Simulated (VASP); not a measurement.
Output of a VASP run:

### OSZICAR
```
       N       E                     dE             d eps       ncg     rms          rms(c)
DAV:   1     0.202874627139E+03    0.20287E+03   -0.16700E+04  2760   0.536E+02
DAV:   2    -0.420906931162E+02   -0.24497E+03   -0.23162E+03  3239   0.180E+02
DAV:   3    -0.517145566374E+02   -0.96239E+01   -0.94943E+01  3352   0.283E+01
DAV:   4    -0.517808686540E+02   -0.66312E-01   -0.66274E-01  3328   0.235E+00
DAV:   5    -0.517810426971E+02   -0.17404E-03   -0.17404E-03  3146   0.115E-01    0.628E+01
DAV:   6    -0.458198640409E+02    0.59612E+01   -0.59003E+00  3070   0.119E+01    0.524E+01
DAV:   7    -0.455845245887E+02    0.23534E+00   -0.67979E-01  3228   0.272E+00    0.317E+01
DAV:   8    -0.455379131538E+02    0.46611E-01   -0.18085E-01  3148   0.179E+00    0.645E+00
DAV:   9    -0.455176792450E+02    0.20234E-01   -0.19355E-02  3113   0.648E-01    0.356E+00
DAV:  10    -0.455181380424E+02   -0.45880E-03   -0.25694E-03  3259   0.153E-01    0.575E-01
DAV:  11    -0.455180214485E+02    0.11659E-03   -0.59195E-05  3121   0.391E-02    0.434E-02
DAV:  12    -0.455180344505E+02   -0.13002E-04   -0.23820E-05  3254   0.143E-02    0.703E-02
DAV:  13    -0.455180363065E+02   -0.18560E-05   -0.85497E-07  3238   0.323E-03    0.409E-03
DAV:  14    -0.455180362776E+02    0.28829E-07   -0.10187E-07  3084   0.105E-03
   1 F= -.45518036E+02 E0= -.45518036E+02  d E =-.305411E-27
 imaginary and real dielectric function
```

File OUTCAR:
```
------------------------ aborting loop because EDIFF is reached ----------------------------------------
  FORCE on cell =-STRESS in cart. coord.  units (eV):
  Direction    XX          YY          ZZ          XY          YZ          ZX
  --------------------------------------------------------------------------------------
  Total       -0.0170448     -0.0170448     -0.0170448      0.0000000     -0.0000000      0.0000000
  in kB       -0.3807347     -0.3807347     -0.3807347      0.0000000     -0.0000000      0.0000000
  external PRESSURE =      -0.3807347 kB  Pullay stress =       0.0000000 kB
  volume of cell :       71.73
      direct lattice vectors                 reciprocal lattice vectors
     4.154896423  0.000000000  0.000000000     0.240679887  0.000000000  0.000000000
     0.000000000  4.154896423  0.000000000     0.000000000  0.240679887  0.000000000
     0.000000000  0.000000000  4.154896423     0.000000000  0.000000000  0.240679887
 POSITION                                       TOTAL-FORCE (eV/Angst)
 -----------------------------------------------------------------------------------
      0.00000      0.00000      0.00000         0.000000      0.000000      0.000000
      2.07745      2.07745      2.07745         0.000000      0.000000      0.000000
      2.07745      0.00000      2.07745         0.000000      0.000000      0.000000
      0.00000      2.07745      2.07745         0.000000      0.000000      0.000000
      2.07745      2.07745      0.00000         0.000000      0.000000      0.000000
 -----------------------------------------------------------------------------------
    total drift:                                0.000000     -0.000000     -0.000000
  FREE ENERGIE OF THE ION-ELECTRON SYSTEM (eV)
  ---------------------------------------------------
  free  energy   TOTEN  =       -45.5180362776 eV

  energy  without entropy=      -45.5180362776  energy(sigma->0) =      -45.51803628

 plasma frequency squared (from intraband transitions) (eV^2)
  --------------------------------------------------------------------------------------
       0.000       0.000      -0.000
      -0.000       0.000       0.000
      -0.000       0.000       0.000

 plasma frequency squared (from interband transitions, int dw w eps(2)(w)) (eV^2)
  --------------------------------------------------------------------------------------
     651.293       0.000       0.000      -0.000       0.000      -0.000
       0.000       0.000     651.293       0.000      -0.000       0.000
       0.000       0.000      -0.000      -0.000     651.293       0.000
```
(Selected blocks of OUTCAR.)

**POSCAR**
```
BaHfO3
1
    4.1548964234     0.0000000000     0.0000000000
    0.0000000000     4.1548964234     0.0000000000
    0.0000000000     0.0000000000     4.1548964234
Ba Hf O
1 1 3
Direct
  0.0000000000   0.0000000000   0.0000000000
  0.5000000000   0.5000000000   0.5000000000
  0.5000000000   0.0000000000   0.5000000000
  0.0000000000   0.5000000000   0.5000000000
  0.5000000000   0.5000000000   0.0000000000
```

**Question.** Write an INCAR and KPOINTS that could have produced this output.

**Answer.** Several could match; the one computed here: the input of the run itself, PBEsol GGA, plane waves, VASP's PBE PAW potentials (set 64).

KPOINTS:
```
Automatic mesh
0
Gamma
7 7 7
0 0 0
```

### INCAR
```
ISMEAR  =  0   ! Gaussian
LCHARG  =  .False.
ENCUT  =  520   ! plane-wave cut-off (eV)
LASPH  =  .True.   ! aspherical one-centre terms
NBANDS  =  69
SYSTEM  =  BaHfO3
NELM  =  100   ! most electronic steps
ALGO  =  Normal
LREAL  =  .False.
LWAVE  =  .False.
SIGMA  =  0.01   ! width (eV)
PREC  =  Accurate
GGA  =  PS   ! PBEsol
LMAXMIX  =  6
CSHIFT  =  0.1
NEDOS  =  1001
LOPTICS  =  .True.
EDIFF  =  1E-7   ! SCF stop (eV)
```

POTCAR, in this order: Ba_sv Hf_pv O (PBE.64 set). Program: vasp_std.

The compound is BaHfO3 in the cubic perovskite structure. It was relaxed first.
